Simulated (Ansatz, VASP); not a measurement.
**Y2AsN: VASP beside Ansatz**

```
CELL_PARAMETERS angstrom
1.86835 1.07869 6.34231
-1.86835 1.07869 6.34231
0.00000 -2.15738 6.34231
ATOMIC_POSITIONS crystal
N 0.00000 0.00000 0.00000
As 0.50000 0.50000 0.50000
Y 0.26251 0.26251 0.26251
Y 0.73749 0.73749 0.73749
```

Alike in both runs: task single point; functional PBE; k mesh 8 × 8 × 8; occupations fermi-dirac, width 0.02 eV; non-collinear spin, spin-orbit coupling.

```csv
,VASP,Ansatz
version,VASP 6.6.1,Ansatz 0.2.0
potentials or method,"VASP PAW PBE potentials, release 64 (N, As, Y_sv)","plane waves, PAW"
plane-wave cutoff (eV),520,420
valence electrons in the cell,32,42
```

VASP gave:

- pressure (GPa): 0.4
- largest component of the traceless stress (GPa): 0.74
- rms of the force components (eV/Å): 0.062
- net moment per atom (μB): 0.00

Task: Estimate Ansatz's values.

Result: Pressure (GPa): 0.4; largest component of the traceless stress (GPa): 0.71; rms of the force components (eV/Å): 0.056; net moment per atom (μB): 0.00.

Atom by atom the forces differ by 0.007 eV/Å (rms over components). With one functional, cell and mesh, what is left measures potentials, basis and numerics. The two sets of potentials don't hold the same shells in valence.
